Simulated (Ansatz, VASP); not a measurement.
# AlB2N3 in VASP and in Ansatz

```
Al B N
1.0
     2.62341    0.00000    0.00000
    -1.31171    2.27194    0.00000
     0.00000    0.00000    6.44041
Al B N
1 2 3
Direct
  0.00000 0.00000 0.00000
  0.33333 0.66667 0.65979
  0.66667 0.33333 0.34021
  0.66667 0.33333 0.80879
  0.33333 0.66667 0.19121
  0.00000 0.00000 0.50000
```

Alike in both runs: task relaxation of cell and atoms; functional PBE; k mesh 12 × 12 × 4; occupations gaussian, width 0.02 eV; no spin polarisation.

```csv
,VASP,Ansatz
version,VASP 6.6.1,Ansatz 0.2.0
potentials or method,"VASP PAW PBE potentials, release 64 (Al, B, N)","scalar-relativistic, plane waves, PAW"
plane-wave cutoff (eV),600,420
valence electrons in the cell,24,24
```

|  | VASP | Ansatz | Ansatz less VASP |
| --- | --- | --- | --- |
| gap on the k mesh at the Fermi level, each at its own relaxed structure (eV) | 1.71 | 1.71 | -0.001 |
| relaxed volume (Å³/atom) | 6.39 | 6.40 | +0.008 |
| relaxed cell length with the largest relative difference (Å) | 2.622 | 2.623 | +0.0011 |

A k mesh can miss the band edges. A hybrid or GW would open this gap; PBE tends to underestimate it.
